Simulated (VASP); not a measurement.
# Be3CdO4 (P-4m2) in VASP: a series of runs

Runs on Be3CdO4. Level: PBE. Tasks: relaxation of cell and atoms.

All numbers are computed with VASP 6.6.1; they aren't measurements. Logs are shortened: lines on timing, memory, paths and dates and some standing lists are left out, and cuts for length are marked.

## Step 1: The crystal as given

It takes space group P-4m2 (No. 115, tetragonal). Conventional cell: a = 2.860 Å, b = 2.860 Å, c = 8.738 Å, α = 90.00°, β = 90.00°, γ = 90.00°. Around Be (site symmetry 2mm) lie 4 O at 1.68 to 1.70 Å. Be (site symmetry -4m2) is surrounded by 4 O at 1.70 Å. Cd (site symmetry -4m2) is surrounded by 4 O at 2.19 Å. O (site symmetry 2mm) has 4 Be at 1.70 Å as nearest neighbours. Around O (site symmetry 2mm) lie 2 Be at 1.68 Å.

The cell was built by a generator and needn't be a form met in nature.

## Step 2: Relaxation of cell and atoms, PBE

The input, INCAR:

```
PREC = Accurate
ENCUT = 520
EDIFF = 1E-6
ISMEAR = 0
SIGMA = 0.03
LREAL = F
LASPH = T
NELM = 120
ALGO = Normal
ISIF = 3
LWAVE = F
LCHARG = F
GGA = PE
IBRION = 2
NSW = 90
EDIFFG = -0.01
KPAR = 8
```

The input, KPOINTS:

```
Automatic mesh
0
Gamma
  8 8 4
```

The input, POSCAR:

```
Be3CdO4
1.0
    2.8600000000      0.0000000000      0.0000000000
    0.0000000000      2.8600000000      0.0000000000
    0.0000000000      0.0000000000      8.7380000000
Be Cd O
3 1 4
Direct
    0.5000000000      0.5000000000      0.7094300800
    0.0000000000      0.0000000000      0.5000000000
    0.5000000000      0.5000000000      0.2905699200
    0.0000000000      0.0000000000      0.0000000000
    0.0000000000      0.5000000000      0.6043717100
    0.5000000000      0.0000000000      0.8105973900
    0.5000000000      0.0000000000      0.3956282900
    0.0000000000      0.5000000000      0.1894026100
```

Potentials or basis: VASP PAW PBE potentials, release 64 (Be, Cd, O).

Run with:

```console
$ cat potpaw_PBE.64/Be/POTCAR potpaw_PBE.64/Cd/POTCAR potpaw_PBE.64/O/POTCAR > POTCAR
$ mpirun -np 8 vasp_std > vasp.out
```

OUTCAR:

```text
PREC = Accurate
   ENCUT = 520
   EDIFF = 1E-6
   ISMEAR = 0
   LREAL = F
   LASPH = T
   NELM = 120
   ISIF = 3
   GGA = PE
   IBRION = 2
   NSW = 90
   EDIFFG = -0.01

 ion  position               nearest neighbor table
   1  0.500  0.500  0.709-   6 1.68   6 1.68   5 1.70   5 1.70
   2  0.000  0.000  0.500-   5 1.70   7 1.70   5 1.70   7 1.70
   3  0.500  0.500  0.291-   8 1.68   8 1.68   7 1.70   7 1.70
   4  0.000  0.000  0.000-   6 2.19   8 2.19   8 2.19   6 2.19
   5  0.000  0.500  0.604-   2 1.70   2 1.70   1 1.70   1 1.70
   6  0.500  0.000  0.811-   1 1.68   1 1.68   4 2.19   4 2.19
   7  0.500  0.000  0.396-   2 1.70   2 1.70   3 1.70   3 1.70
   8  0.000  0.500  0.189-   3 1.68   3 1.68   4 2.19   4 2.19

  LATTYP: Found a simple tetragonal cell.
 ALAT       =     2.8600000000
 C/A-ratio  =     3.0552447552

  Lattice vectors:

 A1 = (   2.8600000000,   0.0000000000,   0.0000000000)
 A2 = (   0.0000000000,   2.8600000000,   0.0000000000)
 A3 = (   0.0000000000,   0.0000000000,   8.7380000000)

Analysis of symmetry for initial positions (statically):
=====================================================================
 Subroutine PRICEL returns:
 Original cell was already a primitive cell.

 Routine SETGRP: Setting up the symmetry group for a
 simple tetragonal supercell.

 Subroutine GETGRP returns: Found  8 space group operations
 (whereof  8 operations were pure point group operations)
 out of a pool of 16 trial point group operations.

The static configuration has the point symmetry D_2d.

Analysis of symmetry for dynamics (positions and initial velocities):
=====================================================================
 Subroutine PRICEL returns:
 Original cell was already a primitive cell.

 Routine SETGRP: Setting up the symmetry group for a
 simple tetragonal supercell.

 Subroutine GETGRP returns: Found  8 space group operations
 (whereof  8 operations were pure point group operations)
 out of a pool of 16 trial point group operations.

The dynamic configuration has the point symmetry D_2d.

 Subroutine INISYM returns: Found  8 space group operations
 (whereof  8 operations are pure point group operations),
 and found     1 'primitive' translations

----------------------------------------------------------------------------------------

                                     Primitive cell

  volume of cell :      71.4733

  direct lattice vectors                    reciprocal lattice vectors
     2.860000000  0.000000000  0.000000000     0.349650350  0.000000000  0.000000000
     0.000000000  2.860000000  0.000000000     0.000000000  0.349650350  0.000000000
     0.000000000  0.000000000  8.738000000     0.000000000  0.000000000  0.114442664

  length of vectors
     2.860000000  2.860000000  8.738000000     0.349650350  0.349650350  0.114442664

  position of ions in fractional coordinates (direct lattice)
     0.500000000  0.500000000  0.709430080
     0.000000000  0.000000000  0.500000000
     0.500000000  0.500000000  0.290569920
     0.000000000  0.000000000  0.000000000
     0.000000000  0.500000000  0.604371710
     0.500000000  0.000000000  0.810597390
     0.500000000  0.000000000  0.395628290
     0.000000000  0.500000000  0.189402610

  ion indices of the primitive-cell ions
   primitive index   ion index
                 1           1
                 2           2
                 3           3
                 4           4
                 5           5
                 6           6
                 7           7
                 8           8

----------------------------------------------------------------------------------------

 KPOINTS: Automatic mesh

Automatic generation of k-mesh.
 Grid dimensions read from file:
 generate k-points for:    8    8    4

 Generating k-lattice:

  Cartesian coordinates                     Fractional coordinates (reciprocal lattice)
     0.043706294  0.000000000  0.000000000     0.125000000  0.000000000  0.000000000
     0.000000000  0.043706294  0.000000000     0.000000000  0.125000000  0.000000000
     0.000000000  0.000000000  0.028610666     0.000000000  0.000000000  0.250000000

  Length of vectors
     0.043706294  0.043706294  0.028610666

  Shift w.r.t. Gamma in fractional coordinates (k-lattice)
     0.000000000  0.000000000  0.000000000

 Subroutine IBZKPT returns following result:
 ===========================================

 Found     45 irreducible k-points:

 Following reciprocal coordinates:
            Coordinates               Weight
  0.000000  0.000000  0.000000      1.000000
  0.125000  0.000000  0.000000      4.000000
  0.250000  0.000000  0.000000      4.000000
  0.375000  0.000000  0.000000      4.000000
  0.500000  0.000000  0.000000      2.000000
  0.125000  0.125000  0.000000      4.000000
[... 16 lines left out ...]
  0.375000  0.125000  0.250000     16.000000
  0.500000  0.125000  0.250000      8.000000
 [... further k-points ...]
   k-points           NKPTS =     45   k-points in BZ     NKDIM =     45   number of bands    NBANDS=     26
   number of dos      NEDOS =    301   number of ions     NIONS =      8
   total plane-waves  NPLWV =  40320
   dimension x,y,z NGX =    24 NGY =   24 NGZ =   70
   dimension x,y,z NGXF=    48 NGYF=   48 NGZF=  140
   ions per type =               3   1   4
   NGX,Y,Z   is equivalent  to a cutoff of  13.95, 13.95, 13.32 a.u.
   NGXF,Y,Z  is equivalent  to a cutoff of  27.90, 27.90, 26.64 a.u.
 SYSTEM =  unknown system
   PREC   = accura    normal or accurate (medium, high low for compatibility)
   ISTART =      0    job   : 0-new  1-cont  2-samecut
   ICHARG =      2    charge: 1-file 2-atom 10-const
   ISPIN  =      1    spin polarized calculation?
   LNONCOLLINEAR =      F non collinear calculations
   LSORBIT =      F    spin-orbit coupling
   LASPH  =      T    aspherical Exc in radial PAW
   ENCUT  =  520.0 eV  38.22 Ry    6.18 a.u.   5.32  5.32 16.25*2*pi/ulx,y,z
   NELM   =    120;   NELMIN=  2; NELMDL= -5     # of ELM steps
   EDIFF  = 0.1E-05   stopping-criterion for ELM
   LREAL  =      F    real-space projection
   EDIFFG = -.1E-01   stopping-criterion for IOM
   NSW    =     90    number of steps for IOM
   IBRION =      2    ionic relax: 0-MD 1-quasi-New 2-CG
   NFREE  =      1    steps in history (QN), initial steepest desc. (CG)
   ISIF   =      3    stress and relaxation
   ISYM   =      2    0-nonsym 1-usesym 2-fastsym
   POTIM  = 0.5000    time-step for ionic-motion
   TEBEG  =    0.0;   TEEND  =   0.0 temperature during run
   PSTRESS=    0.0 pullay stress
   NELECT =      42.0000    total number of electrons
   NUPDOWN=      -1.0000    fix difference up-down
   EMIN   =  10.00;   EMAX   =-10.00  energy-range for DOS
   EFERMI =   0.00;   METHOD = LEGACY
   ISMEAR =     0;   SIGMA  =   0.03  broadening in eV -4-tet -1-fermi 0-gaus
   EFERMI_NEDOS =   21; number of points for ismear=-14 and -15
   IALGO  =     38    algorithm
   IMIX   =      4    mixing-type and parameters
     AMIX     =   0.40;   BMIX     =  1.00
     AMIX_MAG =   1.60;   BMIX_MAG =  1.00
  volume/ion in A,a.u.               =       8.93        60.29
  Fermi-wavevector in a.u.,A,eV,Ry     =   1.371229  2.591246 25.582601  1.880268
  Thomas-Fermi vector in A             =   2.496944
   LORBIT       =      0    0 simple, 1 ext, 2 COOP (PROOUT), +10 PAW based schemes
   GGA     = PE    functional components
   LHFCALC =     F    Hartree Fock is set to
   AEXX    =    0.0000 exact exchange contribution
   IVDW    =     0    specifies the selected vdW correction
   LEPSILON=     F    determine dielectric tensor
   LRPA    =     F    only Hartree local field effects (RPA)
 conjugate gradient relaxation of ions
 non-spin polarized calculation
 Gauss-broadening in eV      SIGMA  =   0.03
  energy-cutoff  :      520.00
  volume of cell :       71.47
 maximum number of plane-waves:      1960
 NGX is ok and might be reduce to    24
   NGX = 11   NGY = 11   NGZ = 33

--------------------------------------- Ionic step        1  -------------------------------------------

 number of electron      42.0000023 magnetization

 Free energy of the ion-electron system (eV)
  ---------------------------------------------------
  ext. energy  EPLUGINS =         0.00000000
  ---------------------------------------------------
  free energy    TOTEN  =       -49.13557035 eV

  energy without entropy =      -49.13557035  energy(sigma->0) =      -49.13557035

------------------------ aborting loop because EDIFF is reached ----------------------------------------

  FORCE on cell =-STRESS in cart. coord.  units (eV):
  Direction    XX          YY          ZZ          XY          YZ          ZX
  --------------------------------------------------------------------------------------
  -------------------------------------------------------------------------------------
  Total       -0.0862047     -0.0862047     -0.1374742      0.0000000      0.0000000     -0.0000000
  in kB       -1.9324018     -1.9324018     -3.0816805      0.0000000      0.0000000     -0.0000000
  external PRESSURE =      -2.3154947 kB  Pullay stress =       0.0000000 kB
[... 237 lines left out ...]
  energy  without entropy=      -49.1367654543  energy(sigma->0) =      -49.13676545

--------------------------------------- Ionic step        7  -------------------------------------------

 number of electron      42.0000023 magnetization

 Free energy of the ion-electron system (eV)
  ---------------------------------------------------
  ext. energy  EPLUGINS =         0.00000000
  ---------------------------------------------------
  free energy    TOTEN  =       -49.13676821 eV

  energy without entropy =      -49.13676821  energy(sigma->0) =      -49.13676821

 E-fermi :   3.0778     XC(G=0): -11.1186

 val. band max:        2.9065771056   @ k =   0.0000   0.0000   0.0000
 cond. band min:       4.6657064057   @ k =   0.0000   0.0000   0.0000
 fundamental gap:      1.7591293002
 Fermi energy:         3.0778184209

 k-point     1 :       0.0000    0.0000    0.0000
  band No.  band energies     occupation
      1     -15.5165      2.00000
      2     -14.8934      2.00000
      3     -14.3498      2.00000
      4     -13.5805      2.00000
      5      -5.7207      2.00000
      6      -5.0896      2.00000
[... 685 lines left out ...]
     25      13.3080      0.00000
     26      14.0286      0.00000

 [... further k-points ...]

------------------------ aborting loop because EDIFF is reached ----------------------------------------

  FORCE on cell =-STRESS in cart. coord.  units (eV):
  Direction    XX          YY          ZZ          XY          YZ          ZX
  --------------------------------------------------------------------------------------
  -------------------------------------------------------------------------------------
  Total        0.0077831      0.0077831     -0.0184160      0.0000000      0.0000000      0.0000000
  in kB        0.1747500      0.1747500     -0.4134878      0.0000000      0.0000000      0.0000000
  external PRESSURE =      -0.0213293 kB  Pullay stress =       0.0000000 kB
[... 23 lines left out ...]
  FREE ENERGIE OF THE ION-ELECTRON SYSTEM (eV)
  ---------------------------------------------------
  free  energy   TOTEN  =       -49.1367682091 eV

  energy  without entropy=      -49.1367682091  energy(sigma->0) =      -49.13676821

 reached required accuracy - stopping structural energy minimisation
```

Run time: 31 s. Hardware: 8 MPI ranks of AMD EPYC 9R45 (Zen 5), shared host; peak memory 0.25 GiB.

What came out:

```
Free energy                            : -49.1368 eV
Relaxed volume                         : 8.92 Å³/atom
Relaxed cell                           : a = 2.861 Å, b = 2.861 Å, c = 8.720 Å, α = 90.00°, β = 90.00°, γ = 90.00°
Space group after relaxing (to 0.05 Å) : P-4m2 (No. 115)
Energy gained by relaxing              : 0.1 meV/atom
Ionic steps                            : 7
Pressure after relaxing                : 0.0 GPa
Largest force after relaxing           : 0.010 eV/Å
Band gap on the k mesh                 : 1.76 eV, direct
```

Forces in eV/Å, atoms in the order of the input:
```
Be   0.000  0.000 -0.002
Be   0.000  0.000  0.000
Be   0.000  0.000  0.002
Cd   0.000  0.000  0.000
O    0.000  0.000  0.010
O    0.000  0.000  0.000
O    0.000  0.000 -0.010
O    0.000  0.000  0.000
```

Step by step:
```tsv
step	energy change (eV)	largest force (eV/Å)	pressure (GPa)	volume (Å³)
1	0.0000	0.0873	-0.23	71.47
2	-0.0007	0.0449	0.07	71.34
3	-0.0008	0.0500	0.18	71.28
4	-0.0011	0.0220	0.04	71.34
5	-0.0011	0.0226	-0.04	71.37
6	-0.0012	0.0136	0.00	71.36
7	-0.0012	0.0098	0.00	71.36
```

Final structure:
```xyz
8
Lattice="2.8606 0.0000 0.0000 0.0000 2.8606 0.0000 0.0000 0.0000 8.7204" Properties=species:S:1:pos:R:3 pbc="T T T"
Be    1.4303    1.4303    6.1789
Be    0.0000    0.0000    4.3602
Be    1.4303    1.4303    2.5415
Cd    0.0000    0.0000    0.0000
O     0.0000    1.4303    5.2656
O     1.4303    0.0000    7.0603
O     1.4303    0.0000    3.4548
O     0.0000    1.4303    1.6601
```

Levels at points of the mesh, in eV from the valence-band top:
```
           k point  band 19  band 20  band 21  band 22  band 23  band 24
(0.00, 0.00, 0.00)    -0.88     0.00     0.00     1.76     6.30     7.18
(0.50, 0.00, 0.00)    -1.06    -1.03    -0.06     4.00     4.92    10.43
(0.50, 0.50, 0.00)    -2.23    -2.01    -1.96     5.47     5.47     8.86
(0.00, 0.00, 0.50)    -1.07    -0.07    -0.07     2.16     6.14     6.67
(0.50, 0.00, 0.50)    -1.49    -1.40    -0.06     4.02     4.94    10.41
(0.50, 0.50, 0.50)    -2.43    -2.33    -1.75     5.90     5.90     7.91
```

A k mesh can miss the band edges.

## Step 3: Relaxation of cell and atoms, PBE

The input, INCAR:

```
PREC = Accurate
ENCUT = 520
EDIFF = 1E-7
ISMEAR = 0
SIGMA = 0.03
LREAL = F
LASPH = T
NELM = 120
ALGO = Normal
ISIF = 3
LWAVE = F
LCHARG = F
GGA = PE
IBRION = 2
NSW = 60
EDIFFG = -0.005
POTIM = 0.3
KPAR = 8
```

KPOINTS is that of step 2.

The input, POSCAR:

```
Be3CdO4                                 
1.0
    2.8605691744      0.0000000000     -0.0000000000
    0.0000000000      2.8605691744      0.0000000000
    0.0000000000      0.0000000000      8.7204405375
  Be              Cd              O             
     3     1     4
Direct
     0.5000000000000000    0.5000000000000000    0.7085543626450332
     0.0000000000000000    0.0000000000000000    0.5000000000000000
     0.5000000000000000    0.5000000000000000    0.2914456373549666
     0.0000000000000000    0.0000000000000000    0.0000000000000000
     0.0000000000000000    0.5000000000000000    0.6038226501598850
     0.5000000000000000    0.0000000000000000    0.8096317601246716
     0.5000000000000000    0.0000000000000000    0.3961773498401152
     0.0000000000000000    0.5000000000000000    0.1903682398753283
```

Potentials or basis: VASP PAW PBE potentials, release 64 (Be, Cd, O).

Run with:

```console
$ cat potpaw_PBE.64/Be/POTCAR potpaw_PBE.64/Cd/POTCAR potpaw_PBE.64/O/POTCAR > POTCAR
$ mpirun -np 8 vasp_std > vasp.out
```

Run time: 14 s. Hardware: 8 MPI ranks of AMD EPYC 9R45 (Zen 5), shared host; peak memory 0.24 GiB.

It converged, with:

- Free energy: -49.1366 eV
- Energy gained by relaxing: 0.0 meV/atom
- Ionic steps: 2
- Pressure after relaxing: 0.0 GPa
- Band gap on the k mesh: 1.76 eV, direct

Forces in eV/Å, atoms in the order of the input:
```
Be   0.000  0.000  0.002
Be   0.000  0.000  0.000
Be   0.000  0.000 -0.002
Cd   0.000  0.000  0.000
O    0.000  0.000  0.003
O    0.000  0.000 -0.001
O    0.000  0.000 -0.003
O    0.000  0.000  0.001
```

Final structure:
```xyz
8
Lattice="2.8607 0.0000 0.0000 0.0000 2.8607 0.0000 0.0000 0.0000 8.7196" Properties=species:S:1:pos:R:3 pbc="T T T"
Be    1.4303    1.4303    6.1783
Be    0.0000    2.8607    4.3598
Be    1.4303    1.4303    2.5413
Cd    0.0000    2.8607    0.0000
O     0.0000    1.4303    5.2654
O     1.4303    2.8607    7.0597
O     1.4303    2.8607    3.4543
O     0.0000    1.4303    1.6599
```

Levels at points of the mesh, in eV from the valence-band top:
```csv
k point,band 19,band 20,band 21,band 22,band 23,band 24
"(0.00, 0.00, 0.00)",-0.88,0.00,0.00,1.76,6.30,7.17
"(0.50, 0.00, 0.00)",-1.06,-1.03,-0.06,4.00,4.92,10.43
"(0.50, 0.50, 0.00)",-2.23,-2.01,-1.96,5.47,5.47,8.86
"(0.00, 0.00, 0.50)",-1.07,-0.07,-0.07,2.16,6.14,6.67
"(0.50, 0.00, 0.50)",-1.49,-1.40,-0.06,4.02,4.94,10.41
"(0.50, 0.50, 0.50)",-2.43,-2.33,-1.75,5.90,5.90,7.91
```
